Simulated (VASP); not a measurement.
Data:

```
CELL_PARAMETERS angstrom
      0.00000     2.26607     2.26607
      2.26607     0.00000     2.26607
      2.26607     2.26607     0.00000
ATOMIC_POSITIONS crystal
  B  0.00000 0.00000 0.00000
  P  0.25000 0.25000 0.25000
```

All values below come from PBE GGA, VASP's PBE PAW potentials (set 64) (plane waves; VASP). Run with 400 eV cut-off, 10×10×10 Γ-centred mesh, Gaussian smearing of 0.010 eV, potentials B P.

At this cut-off the stress carries a Pulay error, which pulls relaxed volumes low.

### Question
Estimate the energy per atom (σ→0), pressure.

### Answer

```json
{
 "energy per atom (σ→0)": "-6.465 eV/atom",
 "pressure": "1.57 GPa"
}
```

Total energies compare only between runs with the same potentials, cut-off and functional.

The structure comes from a computed database's BP entry; how it stands against other phases isn't given here. The cell was not relaxed at this level.
